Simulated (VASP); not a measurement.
VASP ran on this input.

INCAR:
```
EDIFF = 1E-6   ! SCF stop (eV)
ENCUT = 520   ! plane-wave cut-off (eV)
NELM = 100   ! most electronic steps
IVDW = 11
PREC = Accurate
LMAXMIX = 4
SIGMA = 0.05   ! width (eV)
SYSTEM = BaO
NSW = 60   ! most ionic steps
LCHARG = .False.
ALGO = Normal   ! blocked Davidson
EDIFFG = -0.01   ! ionic stop
ISIF = 3   ! ions, shape and volume
IBRION = 2   ! conjugate gradients
LREAL = .False.   ! projection in real space or not
LWAVE = .False.
LASPH = .True.
ISMEAR = 0
GGA = PE
```

File POSCAR:
```
BaO
1
    0.0000000000     2.7894255174     2.7894255174
    2.7894255174     0.0000000000     2.7894255174
    2.7894255174     2.7894255174     0.0000000000
Ba O
1 1
Direct
  0.0000000000   0.0000000000   0.0000000000
  0.5000000000   0.5000000000   0.5000000000
```

KPOINTS:
```
Automatic mesh
0
Gamma
7 7 7
0 0 0
```

POTCAR, in this order: Ba_sv O (PBE.64 set). Program: vasp_std.

Q: Write an equivalent input for Quantum ESPRESSO's pw.x.

A: One equivalent input (not run):
```
&CONTROL
  calculation = 'vc-relax'
  pseudo_dir = './pseudo'
  outdir = './out'
  tprnfor = .true.
  tstress = .true.
  nstep = 60
  forc_conv_thr = 0.00039
/
&SYSTEM
  ibrav = 0
  nat = 2
  ntyp = 2
  ecutwfc = 84
  occupations = 'smearing'
  smearing = 'gaussian'
  degauss = 0.003675
  input_dft = 'pbe'
  vdw_corr = 'grimme-d3'
  dftd3_version = 3
  dftd3_threebody = .false.
/
&ELECTRONS
  conv_thr = 7.3e-08
  electron_maxstep = 100
/
&IONS
/
&CELL
/
ATOMIC_SPECIES
  Ba 137.327 Ba.upf
  O 15.999 O.upf
CELL_PARAMETERS angstrom
     0.0000000    2.7894255    2.7894255
     2.7894255    0.0000000    2.7894255
     2.7894255    2.7894255    0.0000000
ATOMIC_POSITIONS crystal
  Ba   0.0000000  0.0000000  0.0000000
  O    0.5000000  0.5000000  0.5000000
K_POINTS automatic
  7 7 7 0 0 0
```
Limits of the translation: the potentials are each code's own (VASP's PAW set, PseudoDojo norm-conserving files in pw.x), so ENCUT and ecutwfc are chosen apart and not converted; conv_thr bounds pw.x's estimated SCF error, while EDIFF bounds the energy change between steps; forc_conv_thr acts on force components and is met together with etot_conv_thr.

The compound is BaO in the rock salt structure. It was relaxed first. The start is the result of an earlier pass.
